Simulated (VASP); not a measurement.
These are revPBE GGA, VASP's PBE PAW potentials (set 64) (plane waves; VASP) values and carry that method's errors.

VASP input:

KPOINTS:
```
Automatic mesh
0
Gamma
1 1 1
0 0 0
```

POSCAR:
```
S atom
1
   12.0000000000     0.0000000000     0.0000000000
    0.0000000000    12.5000000000     0.0000000000
    0.0000000000     0.0000000000    13.0000000000
S
1
Direct
  0.0000000000   0.0000000000   0.0000000000
```

### INCAR
```
! general
SYSTEM  = S atom
PREC    = Normal
ENCUT   = 520   ! plane-wave cut-off (eV)
LREAL   = .FALSE.
LASPH   = .TRUE.
ISYM    = 0

! electronic loop
EDIFF   = 1E-6
NELM    = 200   ! most electronic steps
ALGO    = All   ! all-band CG

! smearing
ISMEAR  = 0   ! Gaussian
SIGMA   = 0.01

! functional
GGA     = RE

! spin
ISPIN   = 2   ! spin-polarised
MAGMOM  = 2
NUPDOWN = 2

! output
LWAVE   = .FALSE.
LCHARG  = .FALSE.
LORBIT  = 10
```

POTCAR, in this order: S (PBE.64 set). Program: vasp_gam. Read from the step before: WAVECAR.

What VASP printed:

**OUTCAR**
```
 ion  position               nearest neighbor table
   1  0.000  0.000  0.000-
 Subroutine IBZKPT returns following result:
 Found      1 irreducible k-points:

 Following reciprocal coordinates:
            Coordinates               Weight
  0.000000  0.000000  0.000000      1.000000
   k-points           NKPTS =      1   k-points in BZ     NKDIM =      1   number of bands    NBANDS=      8
   number of dos      NEDOS =    301   number of ions     NIONS =      1
   total plane-waves  NPLWV = 392000
   dimension x,y,z NGX =    70 NGY =   70 NGZ =   80
   dimension x,y,z NGXF=   140 NGYF=  140 NGZF=  160
   ions per type =               1
   PREC   = normal    normal or accurate (medium, high low for compatibility)
   ISTART =      1    job   : 0-new  1-cont  2-samecut
   ICHARG =      0    charge: 1-file 2-atom 10-const
   ISPIN  =      2    spin polarized calculation?
   LNONCOLLINEAR =      F non collinear calculations
   LSORBIT =      F    spin-orbit coupling
   INIWAV =      1    electr: 0-lowe 1-rand  2-diag
   ENCUT  =  520.0 eV  38.22 Ry    6.18 a.u.  22.31 23.24 24.17*2*pi/ulx,y,z
   NELM   =    200;   NELMIN=  2; NELMDL=  0     # of ELM steps
   EDIFF  = 0.1E-05   stopping-criterion for ELM
   LREAL  =      F    real-space projection
...
```

**OSZICAR**
```
       N       E                     dE             d eps       ncg     rms           ort
SDA:   1    -0.891137176244E+00   -0.89114E+00    0.00000E+00     8   0.488E-02   0.000E+00
CGA:   2    -0.893101784642E+00   -0.19646E-02   -0.19616E-02     8   0.899E-03   0.144E-04
CGA:   3    -0.893316071632E+00   -0.21429E-03   -0.21390E-03     8   0.298E-03   0.229E-04
SDA:   4    -0.894299648748E+00   -0.98358E-03   -0.98358E-03     8   0.215E-01   0.166E-02
CGA:   5    -0.105244443621E+01   -0.15814E+00   -0.16171E+00     8   0.101E+00   0.536E-02
CGA:   6    -0.109911115160E+01   -0.46667E-01   -0.46667E-01     8   0.322E-01  -0.105E-05
CGA:   7    -0.110983068125E+01   -0.10720E-01   -0.10721E-01     8   0.121E-01   0.479E-05
CGA:   8    -0.111428660428E+01   -0.44559E-02   -0.44557E-02     8   0.367E-02  -0.906E-05
CGA:   9    -0.111570604540E+01   -0.14194E-02   -0.14198E-02     8   0.105E-02   0.560E-05
CGA:  10    -0.111610760715E+01   -0.40156E-03   -0.40169E-03     8   0.278E-03   0.192E-05
CGA:  11    -0.111620993155E+01   -0.10232E-03   -0.10220E-03     8   0.681E-04  -0.163E-05
CGA:  12    -0.111623513406E+01   -0.25203E-04   -0.25182E-04     8   0.159E-04  -0.332E-06
CGA:  13    -0.111624140589E+01   -0.62718E-05   -0.62636E-05     8   0.422E-05  -0.274E-06
CGA:  14    -0.111624316583E+01   -0.17599E-05   -0.17602E-05     8   0.150E-05   0.494E-07
CGA:  15    -0.111624387828E+01   -0.71245E-06   -0.70818E-06     8   0.640E-06   0.104E-06
   1 F= -.11162439E+01 E0= -.11162439E+01  d E =-.368797E-18  mag=     2.0000
```

OUTCAR:
```
------------------------ aborting loop because EDIFF is reached ----------------------------------------
  FORCE on cell =-STRESS in cart. coord.  units (eV):
  Direction    XX          YY          ZZ          XY          YZ          ZX
  --------------------------------------------------------------------------------------
  Total       -0.0075936     -0.0086290     -0.0091335      0.0001193      0.0000979      0.0003063
  in kB       -0.0062391     -0.0070898     -0.0075043      0.0000980      0.0000804      0.0002517
  external PRESSURE =      -0.0069444 kB  Pullay stress =       0.0000000 kB
  volume of cell :     1950.00
      direct lattice vectors                 reciprocal lattice vectors
    12.000000000  0.000000000  0.000000000     0.083333333  0.000000000  0.000000000
     0.000000000 12.500000000  0.000000000     0.000000000  0.080000000  0.000000000
     0.000000000  0.000000000 13.000000000     0.000000000  0.000000000  0.076923077
 POSITION                                       TOTAL-FORCE (eV/Angst)
 -----------------------------------------------------------------------------------
      0.00000      0.00000      0.00000        -0.000000      0.000000     -0.000000
 -----------------------------------------------------------------------------------
    total drift:                               -0.000000      0.000000     -0.000000
  FREE ENERGIE OF THE ION-ELECTRON SYSTEM (eV)
  ---------------------------------------------------
  free  energy   TOTEN  =        -1.1162438783 eV

  energy  without entropy=       -1.1162438783  energy(sigma->0) =       -1.11624388

 total charge

# of ion       s       p       d       tot
------------------------------------------
    1        1.399   2.102   0.000   3.501

 magnetization (x)

# of ion       s       p       d       tot
------------------------------------------
    1        0.026   1.094   0.000   1.120
```
(Selected blocks of OUTCAR.)

The atom may not be in its lowest state.

The cell is a free atom in a box.
